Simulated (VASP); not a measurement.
Calculation: PBE GGA, VASP's PBE PAW potentials (set 64) (plane waves; VASP).

VASP input:

KPOINTS:
```
Automatic mesh
0
Gamma
  8 8 8
0 0 0
```

File POSCAR:
```
Pt3Ti
7.89060
  0.4999999806   0.0000000000   0.0000000000
  0.0000000000   0.4999999806   0.0000000000
  0.0000000000   0.0000000000   0.4999999806
Ti Pt
1 3
Cart
  0.0000000000   0.0000000000   0.0000000000
  0.0000000000   0.2499999903   0.2499999903
  0.2499999903   0.0000000000   0.2499999903
  0.2499999903   0.2499999903   0.0000000000
```

**INCAR**
```
SYSTEM = Pt3Ti
PREC = Accurate; ENCUT = 480; LREAL = .False.
LASPH = .True.
EDIFF = 1E-7; NELM = 100; ALGO = Normal
LMAXMIX = 6
ISMEAR = 1; SIGMA = 0.1
GGA = PE
ISIF = 2
LWAVE = .False.; LCHARG = .False.
```

POTCAR, in this order: Ti_sv Pt (PBE.64 set). Program: vasp_std.

Output

OUTCAR:
```
 ion  position               nearest neighbor table
   1  0.000  0.000  0.000-   2 2.79   3 2.79   4 2.79   2 2.79   3 2.79   2 2.79   4 2.79   2 2.79
                             3 2.79   4 2.79   3 2.79   4 2.79
   2  0.000  0.500  0.500-   1 2.79   3 2.79   4 2.79   1 2.79   4 2.79   1 2.79   3 2.79   1 2.79
                             3 2.79   4 2.79   4 2.79   3 2.79
   3  0.500  0.000  0.500-   1 2.79   2 2.79   4 2.79   1 2.79   4 2.79   2 2.79   4 2.79   4 2.79
                             1 2.79   2 2.79   1 2.79   2 2.79
   4  0.500  0.500  0.000-   1 2.79   2 2.79   3 2.79   2 2.79   3 2.79   1 2.79   3 2.79   3 2.79
                             1 2.79   2 2.79   2 2.79   1 2.79
  LATTYP: Found a simple cubic cell.
 ALAT       =     3.9452998469
 Subroutine PRICEL returns:
 Original cell was already a primitive cell.
 Subroutine GETGRP returns: Found 48 space group operations
The static configuration has the point symmetry O_h .
The dynamic configuration has the point symmetry O_h .
 Subroutine INISYM returns: Found 48 space group operations
 Subroutine IBZKPT returns following result:
 Found     35 irreducible k-points:

 Following reciprocal coordinates:
            Coordinates               Weight
  0.000000  0.000000  0.000000      1.000000
  0.125000  0.000000  0.000000      6.000000
  0.250000  0.000000  0.000000      6.000000
  0.375000  0.000000  0.000000      6.000000
  0.500000  0.000000  0.000000      3.000000
  0.125000  0.125000  0.000000     12.000000
  0.250000  0.125000  0.000000     24.000000
  0.375000  0.125000  0.000000     24.000000
  0.500000  0.125000  0.000000     12.000000
  0.250000  0.250000  0.000000     12.000000
  0.375000  0.250000  0.000000     24.000000
  0.500000  0.250000  0.000000     12.000000
  0.375000  0.375000  0.000000     12.000000
  0.500000  0.375000  0.000000     12.000000
  0.500000  0.500000  0.000000      3.000000
  0.125000  0.125000  0.125000      8.000000
  0.250000  0.125000  0.125000     24.000000
  0.375000  0.125000  0.125000     24.000000
  0.500000  0.125000  0.125000     12.000000
  0.250000  0.250000  0.125000     24.000000
  0.375000  0.250000  0.125000     48.000000
  0.500000  0.250000  0.125000     24.000000
  0.375000  0.375000  0.125000     24.000000
  0.500000  0.375000  0.125000     24.000000
  0.500000  0.500000  0.125000      6.000000
  0.250000  0.250000  0.250000      8.000000
  0.375000  0.250000  0.250000     24.000000
  0.500000  0.250000  0.250000     12.000000
  0.375000  0.375000  0.250000     24.000000
  0.500000  0.375000  0.250000     24.000000
  0.500000  0.500000  0.250000      6.000000
  0.375000  0.375000  0.375000      8.000000
  0.500000  0.375000  0.375000     12.000000
  0.500000  0.500000  0.375000      6.000000
  0.500000  0.500000  0.500000      1.000000
   k-points           NKPTS =     35   k-points in BZ     NKDIM =     35   number of bands    NBANDS=     25
   number of dos      NEDOS =    301   number of ions     NIONS =      4
   total plane-waves  NPLWV =  21952
   dimension x,y,z NGX =    28 NGY =   28 NGZ =   28
   dimension x,y,z NGXF=    56 NGYF=   56 NGZF=   56
   ions per type =               1   3
   PREC   = accura    normal or accurate (medium, high low for compatibility)
   ISTART =      0    job   : 0-new  1-cont  2-samecut
   ICHARG =      2    charge: 1-file 2-atom 10-const
   ISPIN  =      1    spin polarized calculation?
   LNONCOLLINEAR =      F non collinear calculations
   LSORBIT =      F    spin-orbit coupling
   INIWAV =      1    electr: 0-lowe 1-rand  2-diag
   ENCUT  =  480.0 eV  35.28 Ry    5.94 a.u.   7.05  7.05  7.05*2*pi/ulx,y,z
   NELM   =    100;   NELMIN=  2; NELMDL= -5     # of ELM steps
   EDIFF  = 0.1E-06   stopping-criterion for ELM
   LREAL  =      F    real-space projection
   NLSPLINE    = F    spline interpolate recip. space projectors
...
```

File OSZICAR:
```
       N       E                     dE             d eps       ncg     rms          rms(c)
DAV:   1     0.367659728475E+03    0.36766E+03   -0.20376E+04  1750   0.170E+03
DAV:   2     0.693118244277E+00   -0.36697E+03   -0.35973E+03  1888   0.434E+02
DAV:   3    -0.317696415071E+02   -0.32463E+02   -0.30867E+02  2628   0.107E+02
DAV:   4    -0.327472201173E+02   -0.97758E+00   -0.97338E+00  2091   0.202E+01
DAV:   5    -0.327770383212E+02   -0.29818E-01   -0.29793E-01  2486   0.352E+00    0.208E+01
DAV:   6    -0.310781618413E+02    0.16989E+01   -0.24695E+01  2491   0.336E+01    0.148E+01
DAV:   7    -0.304397522113E+02    0.63841E+00   -0.32922E+01  2487   0.339E+01    0.993E+00
DAV:   8    -0.297048918502E+02    0.73486E+00   -0.16576E+00  2429   0.986E+00    0.448E+00
DAV:   9    -0.295903351114E+02    0.11456E+00   -0.18944E+00  2603   0.740E+00    0.205E+00
DAV:  10    -0.295498846952E+02    0.40450E-01   -0.24351E-01  2479   0.346E+00    0.352E-01
DAV:  11    -0.295514500699E+02   -0.15654E-02   -0.38678E-03  2323   0.473E-01    0.432E-01
DAV:  12    -0.295497886675E+02    0.16614E-02   -0.13343E-02  2553   0.659E-01    0.974E-02
DAV:  13    -0.295497540806E+02    0.34587E-04   -0.19032E-04  2132   0.967E-02    0.570E-02
DAV:  14    -0.295497537416E+02    0.33901E-06   -0.27932E-05  2274   0.387E-02    0.516E-02
DAV:  15    -0.295497326258E+02    0.21116E-04   -0.11758E-04  2605   0.678E-02    0.798E-03
DAV:  16    -0.295497331123E+02   -0.48652E-06   -0.16889E-06  2064   0.882E-03    0.568E-03
DAV:  17    -0.295497330291E+02    0.83266E-07   -0.63499E-07  1755   0.600E-03
   1 F= -.29549733E+02 E0= -.29549597E+02  d E =-.407605E-03
```

**OUTCAR**
```
------------------------ aborting loop because EDIFF is reached ----------------------------------------
  FORCE on cell =-STRESS in cart. coord.  units (eV):
  Direction    XX          YY          ZZ          XY          YZ          ZX
  --------------------------------------------------------------------------------------
  Total        0.0823162      0.0823162      0.0823162      0.0000000      0.0000000     -0.0000000
  in kB        2.1476110      2.1476110      2.1476110      0.0000000      0.0000000     -0.0000000
  external PRESSURE =       2.1476110 kB  Pullay stress =       0.0000000 kB
  volume of cell :       61.41
      direct lattice vectors                 reciprocal lattice vectors
     3.945299847  0.000000000  0.000000000     0.253466159  0.000000000  0.000000000
     0.000000000  3.945299847  0.000000000     0.000000000  0.253466159  0.000000000
     0.000000000  0.000000000  3.945299847     0.000000000  0.000000000  0.253466159
 POSITION                                       TOTAL-FORCE (eV/Angst)
 -----------------------------------------------------------------------------------
      0.00000      0.00000      0.00000         0.000000      0.000000      0.000000
      0.00000      1.97265      1.97265         0.000000      0.000000      0.000000
      1.97265      0.00000      1.97265         0.000000      0.000000      0.000000
      1.97265      1.97265      0.00000         0.000000      0.000000      0.000000
 -----------------------------------------------------------------------------------
    total drift:                                0.000000      0.000000      0.000000
  FREE ENERGIE OF THE ION-ELECTRON SYSTEM (eV)
  ---------------------------------------------------
  free  energy   TOTEN  =       -29.5497330291 eV

  energy  without entropy=      -29.5493254240  energy(sigma->0) =      -29.54959716
```
(Selected blocks of OUTCAR.)

### OUTCAR
```
 val. band max:       11.2309725027   @ k =   0.5000   0.0000   0.0000

 cond. band min:      11.2602094598   @ k =   0.3750   0.0000   0.0000


 Fermi energy:        11.2508350009

 k-point     1 :       0.0000    0.0000    0.0000
  band No.  band energies     occupation
      1     -47.0338      2.00000
      2     -23.2407      2.00000
      3     -23.2407      2.00000
      4     -23.2407      2.00000
      5       1.3484      2.00000
      6       4.1710      2.00000
      7       4.5047      2.00000
      8       4.5047      2.00000
      9       4.8120      2.00000
     10       4.8120      2.00000
     11       4.8120      2.00000
     12       7.7641      2.00000
     13       7.7641      2.00000
     14       7.7641      2.00000
     15       9.5952      2.00000
     16       9.5952      2.00000
     17      10.6796      2.00000
     18      11.2276      1.38241
     19      11.2276      1.38241
     20      11.2276      1.38241
     21      12.5199     -0.00000
     22      12.5199     -0.00000
     23      12.8175     -0.00000
     24      12.8175     -0.00000
     25      12.8175     -0.00000

 k-point     2 :       0.1250    0.0000    0.0000
  band No.  band energies     occupation
      1     -47.0337      2.00000
      2     -23.2441      2.00000
      3     -23.2412      2.00000
      4     -23.2412      2.00000
      5       1.5483      2.00000
      6       4.2951      2.00000
      7       4.5732      2.00000
      8       4.6702      2.00000
      9       4.8846      2.00000
     10       4.9325      2.00000
     11       4.9325      2.00000
     12       7.6459      2.00000
     13       7.8223      2.00000
     14       7.8223      2.00000
     15       9.4280      2.00000
     16       9.6197      2.00000
     17      10.4565      2.00000
     18      10.4565      2.00000
     19      10.5028      2.00000
     20      11.2280      1.37484
     21      11.7195     -0.00000
     22      12.3673     -0.00000
     23      12.3673     -0.00000
...
```

Unless said otherwise, spin-orbit coupling is left out, though it shifts the bands of the heavy elements here.

The compound is Pt3Ti in the L1_2 structure. It was relaxed first.
